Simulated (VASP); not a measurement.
Here is the system:

```
Al3Sc
1.0
    4.10528     0.00000     0.00000
    0.00000     4.10528     0.00000
    0.00000     0.00000     4.10528
Sc Al
1 3
Direct
  0.00000   0.00000   0.00000
  0.00000   0.50000   0.50000
  0.50000   0.00000   0.50000
  0.50000   0.50000   0.00000
```

Level of theory: PBE GGA with D3 dispersion (zero damping), VASP's PBE PAW potentials (set 64) (plane waves; VASP). Numerical set-up: 520 eV cut-off, 8×8×8 Γ-centred mesh, first-order Methfessel-Paxton smearing of 0.10 eV, potentials Sc_sv Al.

Give the stress tensor in GPa (positive for a compressed cell).

```
-2.43   0.00   0.00
 0.00  -2.43   0.00
 0.00   0.00  -2.43
```
The pressure is its mean diagonal, -2.43 GPa.

The compound is Al3Sc in the L1_2 structure. This cell is one point of a volume scan, at 1.03 of the reference volume.
